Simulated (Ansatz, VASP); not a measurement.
# LiBe6Si: VASP beside Ansatz

Wanted: the spread between two codes on one cell, functional and k mesh. The cell is generated by rule, not measured, and may not be a known phase. The cell is taken from a series of runs on this material, whose earlier steps may have relaxed, scaled, displaced or heated it; both programs get it as it stands.

Method: plane waves, with VASP 6.6.1 beside it; zone-centre phonons at LDA, in Ansatz 0.2.0.

The structure was built from a prototype and need not be the compound's stable phase.

## 1. The structure

It takes space group Fm-3m (No. 225, cubic). The conventional cell has a = 6.602 Å, b = 6.602 Å, c = 6.602 Å, α = 90.00°, β = 90.00°, γ = 90.00°. Li has 12 Be at 2.33 Å nearest. Nearest to Be lie 2 Si at 2.33 Å and 8 Be at 2.33 Å and 2 Li at 2.33 Å. Si has 12 Be at 2.33 Å nearest. Farther neighbours are not listed.

## 2. Ansatz: zone-centre phonons, LDA

Ansatz runs on its default PAW (the set named soft_2) files.

Second derivatives magnify differences that forces hide, and they need a tight electronic threshold.

File input.yaml:

```yaml
crystal:
  lattice:
    - [0.0, 3.3011547307, 3.3011547307]
    - [3.3011547307, 0.0, 3.3011547307]
    - [3.3011547307, 3.3011547307, 0.0]
  atoms:
    - { symbol: Li, position: [0.5, 0.5, 0.5] }
    - { symbol: Be, position: [0.5, 0.0, 0.0] }
    - { symbol: Be, position: [0.5, 0.5, 0.0] }
    - { symbol: Be, position: [0.0, 0.5, 0.5] }
    - { symbol: Be, position: [0.0, 0.0, 0.5] }
    - { symbol: Be, position: [0.0, 0.5, 0.0] }
    - { symbol: Be, position: [0.5, 0.0, 0.5] }
    - { symbol: Si, position: [0.0, 0.0, 0.0] }
kpoints:
  mp_grid: { grid: [12, 12, 12] }
hamiltonian:
  xc: lda
scf:
  occupations: { method: methfessel_paxton, width: 0.2 }
output:
  eigenvalues: true
phonons:
  method: dfpt
```

Run with:

```bash
$ ansatz run input.yaml --threads 4 --pin off --max-ram 14336MiB --backend cpu --events-out ev --progress --plain --runs-dir out
```

Numbers of over 12 decimals in the logs are rounded to 6 here.

Output:

```text
zone centre: on kpoints.mp_grid the ground state, and the responses unless they are solved on pairs of k-points, stand on 476 of the mesh's 1728 k-points, reduced under 4 symmetry operations, with k and −k counted as one. Each operation leaves every solved displacement unchanged or reverses it
Engine: ansatz 0.2.0, aarch64-unknown-linux-gnu
Pseudopotentials: kind: paw
Pseudopotential: Li, paw, valence charge 3, recommended cutoff 420 eV (normal), Li.paw.azcp
Pseudopotential: Be, paw, valence charge 2, recommended cutoff 420 eV (normal), Be.paw.azcp
Pseudopotential: Si, paw, valence charge 4, recommended cutoff 420 eV (normal), Si.paw.azcp
Functional definition: SPW92
  exchange = slater_x
  correlation = pw_c
Crystal: 8 atoms, lattice volume = 71.949 Å³
Basis set: ecut = 420 eV, 1411 PW (Γ), exchange–correlation on 64×64×64 points (8 copies of the dense FFT grid, shifted against one another)
Bands: 18, of which v1, the nominal top of the filled ones, is band 10 counted from 1 (9 counted from 0)
Symmetry: 48 space group operations
k-points: 476 of 1728 (irreducible under 4 space group operations)
Non-local potential: Li, projectors of the file, l = 0: 3, l = 1: 2, l = 2: 1
Non-local potential: Be, projectors of the file, l = 0: 2, l = 1: 2, l = 2: 1
Non-local potential: Si, projectors of the file, l = 0: 2, l = 1: 2, l = 2: 2
PAW form: soft (Blöchl's): semilocal exchange-correlation on the pseudo side does not see the compensation charge
PAW frozen core: Be, regenerated for the run's functional, and the local potential with it (the file was generated under x = pbe(κ = 0.804, μ = 0.219515), c = pbe(β = 0.066725))
PAW frozen core: Si, regenerated for the run's functional, and the local potential with it (the file was generated under x = pbe(κ = 0.804, μ = 0.219515), c = pbe(β = 0.066725))
PAW one-centre angular grid: Li, 110 points (default); XC on 64 Gauss nodes
PAW one-centre angular grid: Be, 110 points (default); XC on 64 Gauss nodes
PAW one-centre angular grid: Si, 110 points (default); XC on 64 Gauss nodes
Initial density: superposition of atomic densities (neutral atoms: chi_scale 0, normalization atom), corrected by the library's trained network
Initial wavefunctions: pseudopotential atomic-orbital guess
Functional: x = slater, c = lda
SCF iter   1: F=—  HF=-1337.517716 eV  |F-HF|=—  |Δ(HF+E_count)|=         —  Δρ=5.10e-3  dr2=2.38e-2  ethr=1.77e-3  ⟨swp⟩=5.6  Hψ=48713  notcnv=0
preconditioner: auto → Kerker (q_TF=auto, 2.185 Å⁻¹)  [metal: Δε(μ)=0.024 eV  Ē_g=8.918 eV  σ=0.200 eV  W_gap=0.10  n_scr=14 (ndim 8)  ℏωp=18.0 eV  f_vac=0.000  D(μ)=2.69/eV (n_scr^D=14)]
SCF iter   2: F=—  HF=-1337.507005 eV  |F-HF|=—  |Δ(HF+E_count)|=   1.07e-2  S|Δr|=    0.00e0  Δρ=2.67e-3  dr2=6.76e-3  ethr=1.25e-4  ⟨swp⟩=2.0  Hψ=12852  notcnv=0
SCF iter   3: F=—  HF=-1337.504204 eV  |F-HF|=—  |Δ(HF+E_count)|=   2.80e-3  S|Δr|=    0.00e0  Δρ=3.93e-4  dr2=8.26e-5  ethr=3.56e-5  ⟨swp⟩=2.2  Hψ=11911  notcnv=0
SCF iter   4: F=—  HF=-1337.504177 eV  |F-HF|=—  |Δ(HF+E_count)|=   2.70e-5  S|Δr|=    0.00e0  Δρ=7.99e-5  dr2=3.90e-6  ethr=4.35e-7  ⟨swp⟩=2.0  Hψ=9840  notcnv=0
SCF iter   5: F=—  HF=-1337.504175 eV  |F-HF|=—  |Δ(HF+E_count)|=   1.65e-6  S|Δr|=    0.00e0  Δρ=8.06e-6  dr2=4.39e-8  ethr=2.05e-8  ⟨swp⟩=2.0  Hψ=11700  notcnv=0
SCF iter   6: F=—  HF=-1337.504176 eV  |F-HF|=—  |Δ(HF+E_count)|=   4.06e-7  S|Δr|=    0.00e0  Δρ=9.91e-7  dr2=1.22e-9  ethr=2.31e-10  ⟨swp⟩=2.8  Hψ=12586  notcnv=0
SCF iter   7: F=—  HF=-1337.504176 eV  |F-HF|=—  |Δ(HF+E_count)|=  4.23e-10  S|Δr|=    0.00e0  Δρ=1.86e-7  dr2=4.95e-11  ethr=6.44e-12  ⟨swp⟩=2.1  Hψ=11573  notcnv=0
SCF iter   8: F=-1337.504176 eV  HF=-1337.504176 eV  |F-HF|=2.27e-13  |Δ(HF+E_count)|=  1.91e-11  S|Δr|=    0.00e0  Δρ=2.02e-8  dr2=4.59e-13  ethr=1.00e-12  ⟨swp⟩=9.1  Hψ=42465  notcnv=0
SCF 1 converged in 8 iterations: F = -1337.504176 eV  dr2 = 4.59e-13
  greatest PAW one-centre occupation: 1.001 electrons in one spin orbital (limit 2), on the Li atom at site 0 (counted from 0), in its partial waves of l = 0
DFPT response loops at Γ: preconditioner auto → Kerker (q_TF=auto, 2.185 Å⁻¹) (partly filled bands, converged f_vac=0.000); β = 1.00, the filter's whole step (`scf.mixing.beta` (0.50) is not read by the response loops under this deck's `scf.mixing.preconditioner`; to damp them name `kerker` or `kerker_dos`, under which they read `scf.mixing.beta`, and type it under 1.00, their step now; both keys bind the ground state too); Broyden in place of MSR1
SCF converged after 8 iterations
Stability not checked: this state was not tested for a lower state beside it, because cold or Methfessel-Paxton smearing, or corrected tetrahedra, fill the levels in a way that the test cannot read (fill_not_monotonic; see scf.lower_state_search)
Free energy (F): -1337.504176 eV
Harris-Foulkes:  -1337.504176 eV  (|F-HF|=2.27e-13)
Internal energy: -1337.502343 eV  (E = F + TS)
E sigma→0 (E₀):  -1337.503718 eV
Entropy (-TS):   -0.001832 eV (-0.229 meV/atom)
Fermi energy:    8.111435 eV
--- Per-component energies (eV) ---
  E_band       = -21.980582
  E_kinetic    = 191.692323
  E_local      = -99.812250  (includes V_loc(G=0)·N_el)
  E_nonlocal   = 22.336166
  E_hartree    = 37.826749
  E_xc         = -184.648756
  E_vxc        = -188.090947  (∫ρ·V_xc dr)
  E_paw        = -835.428290  (= ΣΔE_a)
  E_vpaw       = -23.759395  (= ΣTr[D̂ρ^β])
  E_aug_tail   = 0.000019  (compensation charges beyond the density's cutoff)
  E_ewald      = -469.734358
  E_core_change = 0.266053  (= ΣΔE_core)
  E_smearing   = -0.001832  (= −TS)
  E_closure    = 0.000000  (closes the sum)
  Σ components = -1337.504176   (vs F -1337.504176, Δ=0.00e0)
--- Band table (eV; the first three rows and the last of 476) ---
  k-point 0: bands = [... 6 lower, 5.8383, 6.1301, 6.1301, 6.1301, 7.4369, 7.4369, 7.4369, 10.6415, ... 4 higher]
  k-point 1: bands = [... 6 lower, 5.7586, 6.0149, 6.0149, 6.3656, 7.5206, 7.5206, 7.8512, 10.8235, ... 4 higher]
  k-point 2: bands = [... 6 lower, 5.5308, 5.7382, 5.7382, 7.0094, 7.7533, 7.7533, 8.8478, 11.2813, ... 4 higher]
  k-point 475: bands = [... 6 lower, 3.1266, 8.5202, 8.5202, 9.2583, 9.2583, 10.1832, 10.3669, 11.8485, ... 4 higher]
--- Phonons (Γ-DFPT): 4 representative perturbations + reference, on 476 of 1728 k-points (Σ response iterations 12) ---
  k mesh reduced under 4 symmetry operations, with k and −k counted as one. Each operation leaves every solved displacement unchanged or reverses it
  ASR residual: 7.558e-6 → 0.000e0 eV/Å²; symmetrization residual: 2.668e-7 eV/Å²
  ASR residual per site (eV/Å²): 7.56e-6 3.21e-6 3.21e-6 3.21e-6 3.21e-6 3.21e-6 3.21e-6 4.75e-6
  Γ frequencies (cm⁻¹): 0.00 0.00 0.00 242.11 242.11 242.11 331.36 331.36 390.11 390.11 390.11 404.60 404.60 404.60 454.71 475.08 475.08 475.08 510.48 510.48 510.48 632.07 632.07 632.07
  non-analytic LO–TO correction: not included (Born effective charges unavailable; polar crystals: no LO–TO splitting at Γ)
```

In the SCF lines HF is the Harris–Foulkes energy and dr2 the Hartree energy of the density residual, in eV; the loop may stop once dr2 is under the threshold and the program's other checks hold. Hψ counts applications of the Hamiltonian.

[end of part 1 of 3]

[Lines on the potential files, build, host, timing and source positions are cut from VASP's logs without a mark.]

[Logs are printed without paths, hosts, clocks, repeated set-up lines and the standing remarks that a program may print on its own settings, such as how far it seeks lower states.]

[Hosts, paths, dates, database ids (printed as entryN), source tags and the programs' standing remarks are cut or masked in the printed files.]
